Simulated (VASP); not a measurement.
Here is the system:

```
CELL_PARAMETERS angstrom
     -2.94311     2.94311     5.59600
      2.94311    -2.94311     5.59600
      2.94311     2.94311    -5.59600
ATOMIC_POSITIONS crystal
  Cd 0.00000 0.00000 0.00000
  Cd 0.75000 0.25000 0.50000
  Ge 0.50000 0.50000 0.00000
  Ge 0.25000 0.75000 0.50000
  As 0.87500 0.85051 0.47551
  As 0.14949 0.62500 0.02449
  As 0.37500 0.39949 0.52449
  As 0.60051 0.12500 0.97551
```

Computed with LDA (Ceperley-Alder, Perdew-Zunger), VASP's LDA PAW potentials (set 64) (plane waves; VASP 6.6.1). Settings: 400 eV cut-off, 6×6×6 Γ-centred mesh, tetrahedra with Blöchl corrections, potentials Cd Ge_d As.

The cores are frozen, which limits the accuracy of field gradients.

Task: Give the principal components of the electric field gradient (V/Å²) and the asymmetry η at each nucleus.

Result: 
| atom | Vxx | Vyy | Vzz | η |
|---|---|---|---|---|
| Cd1 | -18.7 | -18.7 | 37.4 | 0.00 |
| Cd2 | -18.7 | -18.7 | 37.4 | 0.00 |
| Ge3 | -1.9 | -1.9 | 3.8 | 0.00 |
| Ge4 | -1.9 | -1.9 | 3.8 | 0.00 |
| As5 | 129.2 | 18.4 | -147.5 | 0.75 |
| As6 | 129.1 | 18.4 | -147.5 | 0.75 |
| As7 | 129.1 | 18.4 | -147.5 | 0.75 |
| As8 | 129.2 | 18.4 | -147.5 | 0.75 |

The compound is CdGeAs2 in the chalcopyrite structure. It was relaxed first.
